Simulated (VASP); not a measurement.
Input:

```yaml
crystal:
  lattice:
    - [2.09833, -3.63441, 0.00000]
    - [2.09833, 3.63441, 0.00000]
    - [0.00000, 0.00000, 5.85449]
  atoms:
    - { symbol: Te, position: [0.33333, 0.66667, 0.24523] }
    - { symbol: Te, position: [0.66667, 0.33333, 0.75477] }
    - { symbol: Pt, position: [0.00000, 0.00000, 0.00000] }
```

The numbers are results of vdW-DF2, VASP's PBE PAW potentials (set 64) (plane waves; VASP 6.6.1), not measurements. Run with 520 eV cut-off, 8×8×5 Γ-centred mesh, first-order Methfessel-Paxton smearing of 0.10 eV, potentials Te Pt.

Unless said otherwise, spin-orbit coupling is left out, though it shifts the bands of the heavy elements here.

Q: Predict the energy per atom (σ→0), band gap (on the k-mesh) with the smallest direct gap where there is one.

A: 
The band gap (on the k-mesh) comes out as none (metal, semimetal or under 0.01 eV) and the energy per atom (σ→0) is -179.8 kJ/mol-atom.

Total energies compare only between runs with the same potentials, cut-off and functional.

The compound is PtTe2 in the 1T layered structure. It was relaxed first, which changed the volume by +22 %. The start is the result of an earlier pass.
